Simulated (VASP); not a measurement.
Set up this calculation in VASP 6.6.1, as the native input.

* Task: single point
* Functional: PBE
* Potentials or basis: VASP PAW PBE potentials, release 64 (Be, F)
* Cutoff: 520 eV
* k mesh: 4 × 4 × 3
* Occupations: gaussian, width 0.1 eV
* Spin: no spin polarisation
* Dipole correction: no
* Further INCAR settings: LREAL = Auto; ALGO = Fast; EDIFF = 1e-07; NBANDS = 34

The structure of Be16F (a cell with a defect) lies in POSCAR:

```
Be16F
1.0
   -2.2900000000     -3.9663960000      0.0000000000
    3.4350000000     -1.9831980000      0.0000000000
    0.0000000000      0.0000000000      7.1768600000
Be F
16 1
Direct
    0.7356364260      0.5082333057     -0.0009079790
    0.4956979410      0.3350648025      0.2451697519
    0.7356683607      0.5079325573      0.4856524846
    0.5249338178      0.3099255200      0.7539848624
    0.4845030712      0.0085265499     -0.0005866912
    0.2357467324      0.8595808398      0.2470115261
    0.4886903938      0.0107723012      0.4886953768
    0.2355993603      0.9096023830      0.7590622612
    0.2355983537      0.5054865129      0.0227433646
   -0.0242633617      0.3349576299      0.2452775912
    0.2357162629      0.5064105177      0.4611977421
   -0.0537349095      0.3099948305      0.7540306646
   -0.0132176400      0.0086644352     -0.0005439730
    0.7357139742      0.8338320455      0.2414319952
   -0.0173646210      0.0107212137      0.4887434512
    0.7355597612      0.8303244107      0.7443852306
    0.2355739769      0.5255118445      0.6977593408
```

The cell was built by a generator and needn't be a form met in nature.

The input as run:

INCAR

```
PREC = Accurate
ENCUT = 520
EDIFF = 1E-7
ISMEAR = 0
SIGMA = 0.1
LREAL = Auto
LASPH = T
NELM = 100
ALGO = Fast
ISIF = 2
LWAVE = F
LCHARG = T
GGA = PE
LELF = T
LVHAR = T
NBANDS = 34
```

KPOINTS

```
Automatic mesh
0
Gamma
  4 4 3
```

Potentials or basis: VASP PAW PBE potentials, release 64 (Be, F).

Launch:

```console
$ cat potpaw_PBE.64/Be/POTCAR potpaw_PBE.64/F/POTCAR > POTCAR
$ mpirun -np 1 vasp_std > vasp.out
```

It gave:

```yaml
Pressure: 11.5 GPa
Largest_force: 0.022 eV/Å
Band_gap_on_the_k_mesh: none (metal or under the smearing width)
```

Caveat: the k mesh is coarse (spacing up to 0.40 Å⁻¹), so the values aren't converged; an odd number of electrons without spin polarisation forces a metal; a magnetic or distorted state may lie lower.

It took 2.8 min on 1 thread of Intel(R) Xeon(R) 6975P-C (Granite Rapids) (shared host), peak memory 0.25 GiB.
